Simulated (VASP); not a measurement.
Input:

```yaml
crystal:
  lattice:
    - [-1.74500, 1.74500, 1.74500]
    - [1.74500, -1.74500, 1.74500]
    - [1.74500, 1.74500, -1.74500]
  atoms:
    - { symbol: Li, position: [0.00000, 0.00000, 0.00000] }
```

Level of theory: PBE GGA, VASP's PBE PAW potentials (set 64) (plane waves; VASP). Settings: 400 eV cut-off, 11×11×11 Γ-centred mesh, Gaussian smearing of 0.14 eV, potentials Li_sv.

At this cut-off the stress carries a Pulay error, which pulls relaxed volumes low.

Question: Give the stress tensor in GPa (positive for a compressed cell).

Answer: 
```
-4.00   0.00   0.00
 0.00  -4.00   0.00
 0.00   0.00  -4.00
```
The pressure is its mean diagonal, -4.00 GPa.

The structure is a typed Li crystal (Im-3m). The cell was not relaxed at this level.
